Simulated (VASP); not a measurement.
Input:

```
HfB2
1.0
    1.55360    -2.69092     0.00000
    1.55360     2.69092     0.00000
    0.00000     0.00000     3.42859
Hf B
1 2
Direct
  0.00000   0.00000   0.00000
  0.33333   0.66667   0.50000
  0.66667   0.33333   0.50000
```

All values below come from PBEsol GGA, VASP's PBE PAW potentials (set 64) (plane waves; VASP). Run with 620 eV cut-off, 11×11×9 Γ-centred mesh, first-order Methfessel-Paxton smearing of 0.10 eV, potentials Hf_pv B.

### Question
The ions, cell shape and volume at an external pressure of 10.0 GPa are relaxed. Give the cell that the relaxation ends in.

### Answer

```
HfB2
1.0
    1.54576    -2.67733     0.00000
    1.54576     2.67733     0.00000
    0.00000     0.00000     3.40366
Hf B
1 2
Direct
  0.00000   0.00000   0.00000
  0.33333   0.66667   0.50000
  0.66667   0.33333   0.50000
```
Space group P6/mmm (191), at a tolerance of 0.03 Å.

### Question
How do energy and volume change from the first to the last step?

### Answer
The energy (σ→0) changes by +7.7 meV/atom and the volume by -1.7 %, in 5 ionic steps.

The compound is HfB2 in the AlB2 type structure. This run relaxes it under an external pressure of 10 GPa. Symmetry was kept, so distortions that lower it aren't found.
